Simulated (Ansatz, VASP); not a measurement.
**Cross-check of Si2Ni between VASP and Ansatz**

Wanted: the spread between two codes on one cell, functional and k mesh.

Program: Ansatz 0.2.0. Level of theory: plane waves, with VASP 6.6.1 beside it; single point at PBEsol. Results are calculated unless marked as measured.

### 1. The starting structure

The structure is cubic, space group Fm-3m (No. 225). The conventional cell has a = 5.406 Å, b = 5.406 Å, c = 5.406 Å, α = 90.00°, β = 90.00°, γ = 90.00°. Ni has 8 Si at 2.34 Å nearest. Si has 4 Ni at 2.34 Å nearest. Farther neighbours are not listed.

### 2. Ansatz: single point, PBEsol

Ansatz runs on its default PAW (the set named soft_2) files.

With cell and atoms fixed, the geometry can't cause a difference; cores, projectors, grids and the points listed under the comparison can.

Input file input.yaml:

```yaml
crystal:
  lattice:
    - [0.0, 2.703, 2.703]
    - [2.703, 0.0, 2.703]
    - [2.703, 2.703, 0.0]
  atoms:
    - { symbol: Ni, position: [0.0, 0.0, 0.0] }
    - { symbol: Si, position: [0.75, 0.75, 0.75] }
    - { symbol: Si, position: [0.25, 0.25, 0.25] }
hamiltonian:
  xc: pbesol
  pseudopotentials: { kind: paw }
magnetization:
  spin_polarized: true
kpoints:
  mp_grid: { grid: [10, 10, 10] }
scf:
  occupations: { method: gaussian, width: 0.05 }
  n_extra_bands: 6
output:
  forces: true
  stress: true
  eigenvalues: true
```

Run with:

```sh
> ansatz run input.yaml --threads 2 --pin off --max-ram 4608MiB --backend cpu --events-out ev --progress --plain --runs-dir out
```

Numbers of over 12 decimals in the logs are rounded to 6 here.

What it wrote:

```text
scf.n_extra_bands = 6 over 13 filled bands (N_el = 26.0): the run solves 19 bands
Engine: ansatz 0.2.0, aarch64-unknown-linux-gnu
Pseudopotentials: kind: paw
Pseudopotential: Ni, paw, valence charge 18, recommended cutoff 420 eV (normal), Ni.paw.azcp
Pseudopotential: Si, paw, valence charge 4, recommended cutoff 420 eV (normal), Si.paw.azcp
Functional definition: PBEsol
  exchange = pbesol_x
  correlation = pbesol_c
Crystal: 3 atoms, lattice volume = 39.497 Å³
Basis set: ecut = 420 eV, 749 PW (Γ), exchange–correlation on 54×54×54 points (8 copies of the dense FFT grid, shifted against one another)
Bands: 19, of which v1, the nominal top of the filled ones, is band 13 counted from 1 (12 counted from 0)
Symmetry: 48 space group operations
Space group: Fm-3m (ITA 225), of the structure as read, at distance tolerance 3.4e-5 Å
k-points: 47 of 1000
Non-local potential: Ni, projectors of the file, l = 0: 3, l = 1: 2, l = 2: 3, l = 3: 1
Non-local potential: Si, projectors of the file, l = 0: 2, l = 1: 2, l = 2: 2
PAW form: soft (Blöchl's): semilocal exchange-correlation on the pseudo side does not see the compensation charge
PAW frozen core: Ni, regenerated for the run's functional, and the local potential with it (the file was generated under x = pbe(κ = 0.804, μ = 0.219515), c = pbe(β = 0.066725))
PAW frozen core: Si, regenerated for the run's functional, and the local potential with it (the file was generated under x = pbe(κ = 0.804, μ = 0.219515), c = pbe(β = 0.066725))
PAW one-centre angular grid: Ni, 590 points (default); XC on 64 Gauss nodes
PAW one-centre angular grid: Si, 110 points (default); XC on 64 Gauss nodes
Initial density: superposition of atomic densities (chi_scale 0.1, normalization cell, long waves kept (reshape's long-wave potential 0.00 eV rms))
Initial wavefunctions: pseudopotential atomic-orbital guess
Functional: x = pbesol(κ = 0.804, μ = 0.123457), c = pbesol(β = 0.046)
SCF iter   1: F=—  HF=-7050.156758 eV  |F-HF|=—  |Δ(HF+E_count)|=         —  Δρ=4.40e-2 (↑4.40e-2 ↓4.40e-2)  dr2=3.92e0  dr2_m=0.00e0  M=0.000 μB ∫|m|=0.000 μB  β_m=0.30  ethr=3.10e-3  ⟨swp⟩=5.6  Hψ=4445  notcnv=0
preconditioner: auto → Kerker (q_TF=auto, 2.545 Å⁻¹)  [metal: Δε(μ)=0.010 eV  Ē_g=10.202 eV  σ=0.050 eV  W_gap=0.11  n_scr=14 (ndim 8)  ℏωp=25.1 eV  f_vac=0.000  D(μ)=1.53/eV (n_scr^D=14)]
spin=Collinear: Kerker preconditioning applied to the charge; magnetization (m = ρ↑ − ρ↓) channel mixes plain (no charge-response kernel on spin).
SCF iter   2: F=—  HF=-7048.605705 eV  |F-HF|=—  |Δ(HF+E_count)|=    1.55e0  Δρ=5.61e-2 (↑3.35e-2 ↓5.61e-2)  dr2=6.91e-1  dr2_m=5.76e-1  M=1.321 μB ∫|m|=1.321 μB  ethr=3.10e-3  ⟨swp⟩=2.1  Hψ=1730  notcnv=0  defer=70
Mixer restart at iter 2: flushing history
SCF iter   3: F=—  HF=-7049.610703 eV  |F-HF|=—  |Δ(HF+E_count)|=         —  Δρ=4.91e-2 (↑4.91e-2 ↓2.83e-2)  dr2=9.17e-1  dr2_m=3.16e-1  M=0.192 μB ∫|m|=0.199 μB  β_m=0.30  ethr=2.66e-3  ⟨swp⟩=2.9  Hψ=3961  notcnv=0  defer=65
SCF iter   4: F=—  HF=-7049.497700 eV  |F-HF|=—  |Δ(HF+E_count)|=   1.13e-1  Δρ=3.33e-2 (↑2.34e-2 ↓3.33e-2)  dr2=8.01e-1  dr2_m=1.91e-1  M=0.155 μB ∫|m|=0.162 μB  β_m=0.49  ethr=2.66e-3  ⟨swp⟩=2.5  Hψ=2992  notcnv=0  defer=133
SCF iter   5: F=—  HF=-7049.404546 eV  |F-HF|=—  |Δ(HF+E_count)|=   9.32e-2  Δρ=2.90e-2 (↑2.90e-2 ↓1.33e-2)  dr2=3.20e-1  dr2_m=7.05e-2  M=0.093 μB ∫|m|=0.107 μB  β_m=0.68  ethr=2.66e-3  ⟨swp⟩=2.1  Hψ=2529  notcnv=0  defer=141
SCF iter   6: F=—  HF=-7049.320496 eV  |F-HF|=—  |Δ(HF+E_count)|=   8.41e-2  Δρ=8.68e-3 (↑8.68e-3 ↓7.37e-3)  dr2=7.03e-2  dr2_m=3.01e-4  M=0.000 μB ∫|m|=0.017 μB  β_m=0.84  ethr=1.23e-3  ⟨swp⟩=2.6  Hψ=3355  notcnv=0  defer=143
Mixer restart at iter 6: flushing history
SCF iter   7: F=—  HF=-7049.315333 eV  |F-HF|=—  |Δ(HF+E_count)|=         —  Δρ=2.45e-3 (↑2.45e-3 ↓2.45e-3)  dr2=6.43e-3  dr2_m=0.00e0  M=0.000 μB ∫|m|=0.000 μB  β_m=0.84  ethr=2.70e-4  ⟨swp⟩=5.1  Hψ=3088  notcnv=0  defer=72
SCF iter   8: F=—  HF=-7049.319113 eV  |F-HF|=—  |Δ(HF+E_count)|=   3.78e-3  Δρ=5.48e-3 (↑5.48e-3 ↓5.48e-3)  dr2=2.99e-2  dr2_m=0.00e0  M=0.000 μB ∫|m|=0.000 μB  β_m=0.84  ethr=2.47e-5  ⟨swp⟩=2.1  Hψ=2020  notcnv=0  defer=72
SCF iter   9: F=—  HF=-7049.316148 eV  |F-HF|=—  |Δ(HF+E_count)|=   2.97e-3  Δρ=2.73e-3 (↑2.73e-3 ↓2.73e-3)  dr2=7.97e-3  dr2_m=0.00e0  M=0.000 μB ∫|m|=0.000 μB  β_m=0.68  ethr=2.47e-5  ⟨swp⟩=2.0  Hψ=1601  notcnv=0  defer=72
SCF iter  10: F=—  HF=-7049.315324 eV  |F-HF|=—  |Δ(HF+E_count)|=   8.24e-4  Δρ=4.24e-4 (↑4.24e-4 ↓4.24e-4)  dr2=2.33e-4  dr2_m=0.00e0  M=0.000 μB ∫|m|=0.000 μB  β_m=0.84  ethr=2.47e-5  ⟨swp⟩=2.0  Hψ=999  notcnv=0  defer=72
SCF iter  11: F=—  HF=-7049.315316 eV  |F-HF|=—  |Δ(HF+E_count)|=   7.56e-6  Δρ=1.77e-4 (↑1.77e-4 ↓1.77e-4)  dr2=3.89e-5  dr2_m=0.00e0  M=0.000 μB ∫|m|=0.000 μB  β_m=0.91  ethr=8.97e-7  ⟨swp⟩=1.1  Hψ=842  notcnv=0  defer=72
SCF iter  12: F=—  HF=-7049.315321 eV  |F-HF|=—  |Δ(HF+E_count)|=   4.46e-6  Δρ=2.19e-5 (↑2.19e-5 ↓2.19e-5)  dr2=5.95e-7  dr2_m=0.00e0  M=0.000 μB ∫|m|=0.000 μB  β_m=0.95  ethr=1.49e-7  ⟨swp⟩=1.2  Hψ=892  notcnv=0  defer=72
SCF iter  13: F=-7049.315321 eV  HF=-7049.315321 eV  |F-HF|=6.03e-10  |Δ(HF+E_count)|=   2.99e-8  Δρ=1.41e-6 (↑1.41e-6 ↓1.41e-6)  dr2=2.23e-9  dr2_m=0.00e0  M=0.000 μB ∫|m|=0.000 μB  ethr=3.85e-10  ⟨swp⟩=7.0  Hψ=4427  notcnv=0
SCF 1 converged in 13 iterations: F = -7049.315321 eV  dr2 = 2.23e-9
  greatest PAW one-centre occupation: 1.000 electrons in one spin orbital (limit 2), on the Ni atom at site 0 (counted from 0), in its partial waves of l = 1
SCF converged after 13 iterations
Magnetization: 0.0000 μB (13.0000 up, 13.0000 down)
Absolute magnetization: 0.0000 μB (∫|ρ↑−ρ↓|)
Spin contamination: 0.0000 ħ² per cell (⟨S²⟩ above its minimum at these occupations)
Per-site moments (μB) at R_I (Å): [(0.0, 0.965607), (0.0, 0.965607), (0.0, 0.965607)]
Free energy (F): -7049.315321 eV
Harris-Foulkes:  -7049.315321 eV  (|F-HF|=6.03e-10)
Internal energy: -7049.313624 eV  (E = F + TS)
E sigma→0 (E₀):  -7049.314472 eV
Entropy (-TS):   -0.001697 eV (-0.566 meV/atom)
Fermi energy:    13.187079 eV
--- Per-component energies (eV) ---
  E_band       = -345.587024
  E_kinetic    = 370.968180
  E_local      = -4905.901039  (includes V_loc(G=0)·N_el)
  E_nonlocal   = 680.640253
  E_hartree    = 2119.701055
  E_xc         = -198.288681
  E_vxc        = -208.957139  (∫ρ·V_xc dr)
  E_paw        = -2588.845422  (= ΣΔE_a)
  E_vpaw       = -521.736570  (= ΣTr[D̂ρ^β])
  E_aug_tail   = 0.000474  (compensation charges beyond the density's cutoff)
  E_ewald      = -2527.848854
  E_core_change = 0.260410  (= ΣΔE_core)
  E_smearing   = -0.001697  (= −TS)
  E_closure    = 0.000000  (closes the sum)
  Σ components = -7049.315321   (vs F -7049.315321, Δ=0.00e0)
--- Forces (eV/Å), atoms counted from 1 ---
  atom   1  Ni     0.00000000     0.00000000     0.00000000
  atom   2  Si     0.00000000     0.00000000     0.00000000
  atom   3  Si     0.00000000    -0.00000000    -0.00000000
  max |Σ_I F_I| component: 2.78e-17 eV/Å
--- Stress (GPa, compression-positive) ---
       -1.337911      -0.000000      -0.000000
        0.000000      -1.337911       0.000000
       -0.000000       0.000000      -1.337911
  P = ⅓ Tr σ = -1.3379 GPa (-13.379 kbar)
--- Band table (eV; the first three rows and the last of 94) ---
  k-point 0 ↑: bands = [... 9 lower, 9.6579, 12.8960, 14.9070, 14.9070, 14.9070, 15.4108, 15.4108, 15.4108, ... 2 higher]
  k-point 1 ↑: bands = [... 9 lower, 9.6303, 12.6007, 13.8112, 14.2417, 14.2417, 16.0599, 16.0599, 16.9211, ... 2 higher]
  k-point 2 ↑: bands = [... 9 lower, 9.5820, 11.2914, 13.4367, 13.4367, 14.0210, 15.9376, 15.9376, 16.9142, ... 2 higher]
  k-point 46 ↓: bands = [... 9 lower, 9.4949, 9.5550, 9.9923, 10.7030, 14.4907, 16.4638, 16.8664, 19.4323, ... 2 higher]
```

The job ended after 4.5 s (2 threads of Arm Neoverse N1, shared host; peak memory 0.34 GiB; 7.7 s of CPU time).

The run ends at a pressure of -1.34 GPa.

### 3. VASP: single point, PBEsol

The same cell, functional, mesh and smearing now go to VASP, with its own data sets and cutoff.

Lines of VASP's logs that name or quote its potential files are left out, and so is its time.

Input file INCAR:

```
SYSTEM = Si2Ni
PREC = Accurate
ENCUT = 400
EDIFF = 1E-05
NELM = 100
ISMEAR = 0
SIGMA = 0.05
LREAL = .FALSE.
ALGO = Normal
GGA = PS
NBANDS = 16
ISPIN = 2
MAGMOM = 0 0 0
LASPH = .TRUE.
LMAXMIX = 4
LORBIT = 11
LWAVE = .FALSE.
LCHARG = .FALSE.
KPAR = 8
```

Input file POSCAR:

```
Si2Ni
1.0
    0.0000000000      2.7030000000      2.7030000000
    2.7030000000      0.0000000000      2.7030000000
    2.7030000000      2.7030000000      0.0000000000
Ni Si
1 2
Direct
    0.0000000000      0.0000000000      0.0000000000
    0.7500000000      0.7500000000      0.7500000000
    0.2500000000      0.2500000000      0.2500000000
```

Input file KPOINTS:

```
Automatic mesh
0
Gamma
10 10 10
0 0 0
```

Potentials, in the order of the species: Ni and Si (PBE family, release 64).

Run with:

```sh
> mpirun -np 8 vasp_std
```

What it wrote:

```text
[banner, memory and clock lines left out]
running    8 mpi-ranks, on    1 nodes
 distrk:  each k-point on    1 cores,    8 groups
 distr:  one band on    1 cores,    1 groups

 POSCAR found type information on POSCAR NiSi
 POSCAR found :  2 types and       3 ions
|                                                                             |
|           W    W    AA    RRRRR   N    N  II  N    N   GGGG   !!!           |
|           W    W   A  A   R    R  NN   N  II  NN   N  G    G  !!!           |
|           W    W  A    A  R    R  N N  N  II  N N  N  G       !!!           |
|           W WW W  AAAAAA  RRRRR   N  N N  II  N  N N  G  GGG   !            |
|           WW  WW  A    A  R   R   N   NN  II  N   NN  G    G                |
|           W    W  A    A  R    R  N    N  II  N    N   GGGG   !!!           |
|                                                                             |
|     For optimal performance we recommend to set                             |
|       NCORE = 2 up to number-of-cores-per-socket                            |
|     NCORE specifies how many cores store one orbital (NPAR=cpu/NCORE).      |
|     This setting can greatly improve the performance of VASP for DFT.       |
|     The default, NCORE=1 might be grossly inefficient on modern             |
|     multi-core architectures or massively parallel machines. Do your        |
|     Unfortunately you need to use the default for GW and RPA                |
|     calculations (for HF NCORE is supported but not extensively tested      |
|     yet).                                                                   |
|                                                                             |

|                                                                             |
|               ----> ADVICE to this user running VASP <----                  |
|                                                                             |
|     You enforced a specific xc type in the INCAR file but a different       |
|     [... a line on the potential file left out ...]
|     I HOPE YOU KNOW WHAT YOU ARE DOING!                                     |
|                                                                             |

 LDA part: xc-table for (Slater+PW92), standard interpolation
 POSCAR, INCAR and KPOINTS ok, starting setup
 FFT: planning ... GRIDC
 FFT: planning ... GRID_SOFT
 FFT: planning ... GRID
 WAVECAR not read
 entering main loop
       N       E                     dE             d eps       ncg     rms          rms(c)
DAV:   1     0.514725492781E+02    0.51473E+02   -0.64684E+03  3064   0.928E+02
DAV:   2    -0.186283331311E+02   -0.70101E+02   -0.63980E+02  3448   0.187E+02
DAV:   3    -0.212108284168E+02   -0.25825E+01   -0.25376E+01  3848   0.397E+01
DAV:   4    -0.212510779653E+02   -0.40250E-01   -0.40234E-01  3528   0.487E+00
DAV:   5    -0.212521186872E+02   -0.10407E-02   -0.10407E-02  3920   0.810E-01    0.172E+01
DAV:   6    -0.263483500702E+02   -0.50962E+01   -0.44728E+01  3104   0.155E+02    0.259E+01
DAV:   7    -0.191546476845E+02    0.71937E+01   -0.13379E+01  3728   0.951E+01    0.394E+00
DAV:   8    -0.190314899171E+02    0.12316E+00   -0.17118E+00  4056   0.208E+01    0.264E+00
DAV:   9    -0.189850319244E+02    0.46458E-01   -0.25428E-01  3696   0.860E+00    0.646E-01
DAV:  10    -0.189829570882E+02    0.20748E-02   -0.82950E-03  4320   0.167E+00    0.317E-01
DAV:  11    -0.189827782867E+02    0.17880E-03   -0.82143E-04  4432   0.278E-01    0.602E-02
DAV:  12    -0.189827854611E+02   -0.71744E-05   -0.35170E-05  3528   0.517E-02
   1 F= -.18982785E+02 E0= -.18981889E+02  d E =-.179323E-02  mag=     0.0000
```

From OUTCAR (step 3):

```text
ion  position               nearest neighbor table
   1  0.000  0.000  0.000-   2 2.34   2 2.34   3 2.34   3 2.34   2 2.34   2 2.34   3 2.34   3 2.34

  LATTYP: Found a face centered cubic cell.
 ALAT       =     5.4060000000

 Subroutine GETGRP returns: Found 48 space group operations
 (whereof 48 operations were pure point group operations)

The static configuration has the point symmetry O_h .

 Found     47 irreducible k-points:

   k-points           NKPTS =     47   k-points in BZ     NKDIM =     47   number of bands    NBANDS=     16

   dimension x,y,z NGX =    28 NGY =   28 NGZ =   28
   dimension x,y,z NGXF=    56 NGYF=   56 NGZF=   56

   ENCUT  =  400.0 eV  29.40 Ry    5.42 a.u.   6.23  6.23  6.23*2*pi/ulx,y,z

   NELECT =      18.0000    total number of electrons

 k-points in reciprocal lattice and weights: Automatic mesh
   0.00000000  0.00000000  0.00000000       0.001
   0.10000000  0.00000000  0.00000000       0.008
   0.20000000  0.00000000  0.00000000       0.008
   0.30000000  0.00000000  0.00000000       0.008
   0.40000000  0.00000000  0.00000000       0.008
   0.50000000  0.00000000  0.00000000       0.004
   0.10000000  0.10000000  0.00000000       0.006
   0.20000000  0.10000000  0.00000000       0.024
   0.30000000  0.10000000  0.00000000       0.024
[...]
-0.30000000  0.40000000  0.20000000       0.024
  -0.30000000  0.50000000  0.20000000       0.012

 average (electrostatic) potential at core
       1 -82.1429       2 -79.6395       3 -79.6395

 E-fermi :  10.3589

 spin component 1
 k-point     1 :       0.0000    0.0000    0.0000
  band No.  band energies     occupation
    ...
      3       5.1383      1.00000
      4       5.1383      1.00000
      5       6.8303      1.00000
      6       6.8303      1.00000
      7      10.0946      1.00000
      8      12.0688      0.00000
      9      12.0688      0.00000
     10      12.0688      0.00000
     11      12.6154      0.00000
     12      12.6154      0.00000
    ...

 k-point     2 :       0.1000    0.0000    0.0000
  band No.  band energies     occupation
    ...
      3       5.1851      1.00000
      4       5.1851      1.00000
      5       6.8030      1.00000
      6       6.8030      1.00000
      7       9.7814      1.00000
      8      11.0082      0.00000
      9      11.4197      0.00000
     10      11.4197      0.00000
     11      13.2495      0.00000
     12      13.2495      0.00000
    ...

 k-point     3 :       0.2000    0.0000    0.0000
  band No.  band energies     occupation
    ...
      3       5.3070      1.00000
      4       5.3070      1.00000
      5       6.7556      1.00000
      6       6.7556      1.00000
      7       8.4671      1.00000
      8      10.6207      0.00000
      9      10.6207      0.00000
     10      11.2196      0.00000
     11      13.1165      0.00000
     12      13.1165      0.00000
    ...

 k-point     4 :       0.3000    0.0000    0.0000
  band No.  band energies     occupation
    ...
      5       6.7725      1.00000
      6       6.7725      1.00000
      7       7.3952      1.00000
      8       9.8494      1.00000
      9       9.8494      1.00000
     10      11.6825      0.00000
     11      12.5809      0.00000
     12      12.5809      0.00000
     13      13.5138      0.00000
     14      16.5613      0.00000
    ...

 k-point     5 :       0.4000    0.0000    0.0000
  band No.  band energies     occupation
    ...
      5       6.7999      1.00000
      6       6.9047      1.00000
      7       6.9047      1.00000
      8       9.2031      1.00000
      9       9.2031      1.00000
     10      12.0022      0.00000
     11      12.2651      0.00000
     12      12.2651      0.00000
     13      13.1062      0.00000
     14      18.2608      0.00000
    ...

 k-point     6 :       0.5000    0.0000    0.0000
  band No.  band energies     occupation
    ...
      5       6.6138      1.00000
      6       7.0086      1.00000
      7       7.0086      1.00000
      8       8.9220      1.00000
      9       8.9220      1.00000
     10      12.1078      0.00000
     11      12.1665      0.00000
     12      12.1665      0.00000
     13      12.9667      0.00000
     14      19.5503      0.00000
    ...

  Total       -0.2044876     -0.2044876     -0.2044876      0.0000000      0.0000000      0.0000000
  in kB       -8.2948677     -8.2948677     -8.2948677      0.0000000      0.0000000      0.0000000
  external PRESSURE =      -8.2948677 kB  Pullay stress =       0.0000000 kB

  energy-cutoff  :      400.00
  volume of cell :       39.50
      direct lattice vectors                 reciprocal lattice vectors
     0.000000000  2.703000000  2.703000000    -0.184979652  0.184979652  0.184979652
     2.703000000  0.000000000  2.703000000     0.184979652 -0.184979652  0.184979652
     2.703000000  2.703000000  0.000000000     0.184979652  0.184979652 -0.184979652

 POSITION                                       TOTAL-FORCE (eV/Angst)
 -----------------------------------------------------------------------------------
      0.00000      0.00000      0.00000        -0.000000      0.000000     -0.000000
      4.05450      4.05450      4.05450        -0.000000     -0.000000     -0.000000
      1.35150      1.35150      1.35150         0.000000      0.000000      0.000000
 -----------------------------------------------------------------------------------
    total drift:                               -0.000000     -0.000000      0.000000

  FREE ENERGIE OF THE ION-ELECTRON SYSTEM (eV)
  ---------------------------------------------------
  free  energy   TOTEN  =       -18.9827854611 eV

  energy  without entropy=      -18.9809922301  energy(sigma->0) =      -18.98188885

 total charge
# of ion       s       p       d       tot
------------------------------------------
    1        0.565   0.808   8.452   9.826
    2        0.740   0.842   0.000   1.583
    3        0.740   0.842   0.000   1.583
--------------------------------------------------
tot          2.046   2.492   8.452  12.991

 magnetization (x)
# of ion       s       p       d       tot
------------------------------------------
    1        0.000   0.000   0.000   0.000
    2        0.000  -0.000   0.000  -0.000
    3        0.000  -0.000   0.000  -0.000
--------------------------------------------------
tot          0.000  -0.000   0.000   0.000

[... 4 further parts left out ...]
```

This run allows spin, but its moments start at zero, where symmetry between the spins tends to hold them, although Ni can carry a moment. The PAW data sets were made with PBE, which is usual practice but a small mismatch for other functionals.

### 4. Comparison

Known differences besides the potentials themselves: the data sets hold 26 valence electrons in Ansatz (default PAW (the set named soft_2) files) and 18 in VASP; the cutoff is 420 eV in Ansatz and 400 eV in VASP; Ansatz makes its cores anew for this functional, VASP keeps those of its PBE data sets. Total energies have different zeros and are not compared.

Compared:

| quantity | Ansatz | VASP | difference |
| --- | --- | --- | --- |
| pressure (GPa) | -1.34 | -0.83 | -0.51 |
| pressure without Ansatz's Pulay correction (GPa) | -1.39 | -0.83 | -0.56 |

Ansatz's pressure holds a Pulay correction of 0.05 GPa; VASP's holds none.

### 5. Results

```
difference in pressure (single point, PBEsol) : -0.51 GPa
```

In words: The difference in pressure is -0.51 GPa (single point, PBEsol), within the 1 GPa picked in this series as the mark of a large difference. 2 further runs of this series are not shown here. How closely two codes agree says nothing of how well the functional describes the real material.

[Lines on the potential files, build, host, timing and source positions are cut from VASP's logs without a mark.]

[Logs are printed without paths, hosts, clocks, repeated set-up lines and the standing remarks that a program may print on its own settings, such as how far it seeks lower states.]

[Hosts, paths, dates, database ids (printed as entryN), source tags and the programs' standing remarks are cut or masked in the printed files.]
